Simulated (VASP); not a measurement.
Here is the system:

```xyz
72
Lattice="4.8683 -8.4322 0.0000 4.8683 8.4322 0.0000 0.0000 0.0000 10.5563" Properties=species:S:1:pos:R:3 pbc="T T T"
Ga     1.6218    -0.9369     2.6336
Ga     1.6291     0.9394    10.5547
Ga     1.6170    -0.9387     7.9263
Ga     1.6272     0.9202     5.2858
Ga     3.2646     1.8629     2.6454
Ga     3.2461     3.7406    10.5541
Ga     3.2400     1.8739     7.8894
Ga     3.2592     3.7492     5.2893
Ga     4.8669     4.6843     2.6347
Ga     4.8668     6.5581    10.5555
Ga     4.8654     4.6874     7.9261
Ga     4.8652     6.5579     5.2809
Ga     3.2494    -3.7505     2.6376
Ga     3.2502    -1.8688    10.5551
Ga     3.2444    -3.7495     7.9243
Ga     3.2313    -1.8605     5.2864
Ga     4.8664    -0.9132     2.6452
Ga     4.8670     0.9371    10.5438
Ga     4.8631    -0.9395     7.8897
Ga     6.4712     1.8619     2.6457
Ga     6.4889     3.7395     0.0000
Ga     6.4894     1.8748     7.8903
Ga     6.4679     3.7451     5.2866
Ga     4.8673    -6.5533     2.6371
Ga     4.8679    -4.6845    10.5527
Ga     4.8660    -6.5567     7.9242
Ga     4.8662    -4.6853     5.2877
Ga     6.4865    -3.7485     2.6374
Ga     6.4837    -1.8683     0.0001
Ga     6.4864    -3.7478     7.9242
Ga     6.4962    -1.8563     5.2870
Ga     8.1134    -0.9367     2.6350
Ga     8.1057     0.9404    10.5541
Ga     8.1120    -0.9382     7.9268
Ga     8.1004     0.9205     5.2891
N      1.6186    -0.9382     4.6216
N      1.6341     0.9450     2.0031
N      1.6240    -0.9357     9.9125
N      1.6201     0.9350     7.2639
N      3.3924     1.7876     4.6918
N      3.2437     3.7343     2.0018
N      3.2535     1.8685     9.8737
N      3.2434     3.7481     7.2662
N      4.8645     4.6840     4.6232
N      4.8674     6.5582     1.9883
N      4.8680     4.6814     9.9126
N      4.8639     6.5581     7.2690
N      3.2400    -3.7490     4.6300
N      3.2573    -1.8679     2.0026
N      3.2410    -3.7458     9.9112
N      3.2410    -1.8740     7.2645
N      4.8630    -0.7629     4.6920
N      4.8671     0.9368     1.9675
N      4.8664    -0.9262     9.8733
N      4.8638     0.9367     7.0682
N      6.3358     1.7849     4.6909
N      6.4912     3.7328     2.0034
N      6.4808     1.8688     9.8740
N      6.4867     3.7471     7.2645
N      4.8639    -6.5613     4.6298
N      4.8683    -4.6841     1.9860
N      4.8679    -6.5626     9.9107
N      4.8658    -4.6845     7.2728
N      6.4891    -3.7451     4.6300
N      6.4773    -1.8656     2.0031
N      6.4937    -3.7444     9.9113
N      6.4883    -1.8720     7.2650
N      8.1108    -0.9371     4.6233
N      8.1008     0.9446     2.0024
N      8.1096    -0.9352     9.9136
N      8.1096     0.9362     7.2663
Si     4.8632     0.9367     5.2756
```
Cell charge -1.

Method: HSE06 screened hybrid, VASP's PBE PAW potentials (set 64) (plane waves; VASP). Settings: PREC = Normal, LREAL = Auto, ISYM = 0, NELECT = 290.0, EDIFF = 1E-5, 400 eV cut-off, 1×1×1 Γ-centred mesh, Gaussian smearing of 0.050 eV, potentials Ga N Si.

The cell is charged, with a uniform compensating background. The supercell is sampled at Γ alone, which is coarse: total energies, pressure and levels can be off, energies of defects by several tenths of an eV.

Task: What does the run give for the energy per atom (σ→0)?

Result: 
```yaml
energy per atom (σ→0): -7.317 eV/atom
```

The cell is a supercell with a defect, built from GaN (wurtzite): Si_Ga, charge -1. The cell's shape comes from a PBE relaxation. The run is not spin-polarised, so no state with unpaired spins was tried.
